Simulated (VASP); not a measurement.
All values below come from PBE GGA with D3 dispersion (Becke-Johnson damping), VASP's PBE PAW potentials (set 64) (plane waves; VASP 6.6.1).

Input for VASP

POSCAR:
```
ZnS
1
    1.9012038406    -3.2929816055     0.0000000000
    1.9012038406     3.2929816055     0.0000000000
    0.0000000000     0.0000000000     6.2293906017
Zn S
2 2
Direct
  0.6666670000   0.3333330000   0.5001496791
  0.3333330000   0.6666670000   0.0001496791
  0.6666670000   0.3333330000   0.8748503209
  0.3333330000   0.6666670000   0.3748503209
```

### KPOINTS
```
k-points along high-symmetry lines
10
Line-mode
Reciprocal
  0.000000   0.000000   0.000000 ! GAMMA
  0.000000   0.500000   0.000000 ! M

  0.000000   0.500000   0.000000 ! M
 -0.333333   0.666667   0.000000 ! K

 -0.333333   0.666667   0.000000 ! K
  0.000000   0.000000   0.000000 ! GAMMA

  0.000000   0.000000   0.000000 ! GAMMA
  0.000000   0.000000   0.500000 ! A

  0.000000   0.000000   0.500000 ! A
  0.000000   0.500000   0.500000 ! L

  0.000000   0.500000   0.500000 ! L
 -0.333333   0.666667   0.500000 ! H

 -0.333333   0.666667   0.500000 ! H
  0.000000   0.000000   0.500000 ! A

  0.000000   0.500000   0.500000 ! L
  0.000000   0.500000   0.000000 ! M

 -0.333333   0.666667   0.500000 ! H
 -0.333333   0.666667   0.000000 ! K
```

### INCAR
```
SYSTEM=ZnS
PREC=Accurate; ENCUT=520; LREAL=F
LASPH=T; ICHARG=11
EDIFF=1E-7; NELM=100; ALGO=Normal
LMAXMIX=4
ISMEAR=0; SIGMA=0.05
GGA=PE; IVDW=12
LWAVE=F; LCHARG=F; LORBIT=11
```

POTCAR, in this order: Zn S (PBE.64 set). Program: vasp_std. Read from the step before: CHGCAR.

Output

**OSZICAR**
```
       N       E                     dE             d eps       ncg     rms          rms(c)
DAV:   1     0.234723933214E+03    0.23472E+03   -0.17795E+04  3960   0.200E+03
DAV:   2     0.893944525320E+01   -0.22578E+03   -0.22074E+03  4098   0.387E+02
DAV:   3    -0.123027273914E+02   -0.21242E+02   -0.20956E+02  4752   0.116E+02
DAV:   4    -0.127772478925E+02   -0.47452E+00   -0.47387E+00  4550   0.171E+01
DAV:   5    -0.127859010210E+02   -0.86531E-02   -0.86505E-02  4890   0.215E+00
DAV:   6    -0.127861197828E+02   -0.21876E-03   -0.21875E-03  4640   0.352E-01
DAV:   7    -0.127861285584E+02   -0.87756E-05   -0.87753E-05  4910   0.624E-02
DAV:   8    -0.127861288501E+02   -0.29165E-06   -0.29166E-06  4586   0.119E-02
DAV:   9    -0.127861288624E+02   -0.12336E-07   -0.12322E-07  3534   0.227E-03
   1 F= -.14032723E+02 E0= -.14032723E+02  d E =-.193542E-14
```

### OUTCAR
```
 val. band max:        2.2320668212   @ k =   0.0000   0.0000   0.0000

 cond. band min:       4.4732018504   @ k =   0.0000   0.0000   0.0000



 k-point     1 :       0.0000    0.0000    0.0000
  band No.  band energies     occupation
      1     -11.0135      2.00000
      2     -10.0594      2.00000
      3      -4.1559      2.00000
      4      -4.1436      2.00000
      5      -4.1436      2.00000
      6      -4.0601      2.00000
      7      -4.0601      2.00000
      8      -3.6905      2.00000
      9      -3.6905      2.00000
     10      -3.6107      2.00000
     11      -3.6107      2.00000
     12      -3.4558      2.00000
     13      -3.1512      2.00000
     14       1.3253      2.00000
     15       1.3253      2.00000
     16       2.1579      2.00000
     17       2.2321      2.00000
     18       2.2321      2.00000
     19       4.4732      0.00000
     20       5.3384      0.00000
     21       8.5340      0.00000
     22       8.5342      0.00000

 k-point     2 :       0.0000    0.0556    0.0000
  band No.  band energies     occupation
      1     -10.9921      2.00000
      2     -10.0472      2.00000
      3      -4.1538      2.00000
      4      -4.1431      2.00000
      5      -4.1392      2.00000
      6      -4.0582      2.00000
      7      -4.0539      2.00000
      8      -3.6934      2.00000
      9      -3.6909      2.00000
     10      -3.6288      2.00000
     11      -3.6096      2.00000
     12      -3.4405      2.00000
     13      -3.1204      2.00000
     14       1.1423      2.00000
     15       1.2730      2.00000
     16       2.0087      2.00000
     17       2.1325      2.00000
     18       2.2052      2.00000
     19       4.6797      0.00000
     20       5.5123      0.00000
     21       8.4160      0.00000
     22       8.5998      0.00000

 k-point     3 :       0.0000    0.1111    0.0000
  band No.  band energies     occupation
      1     -10.9290      2.00000
      2     -10.0122      2.00000
...
```

The density is held fixed in this step, so its total energy and stress have no physical meaning.

The compound is ZnS in the wurtzite structure, the high-temperature form. It was relaxed first.
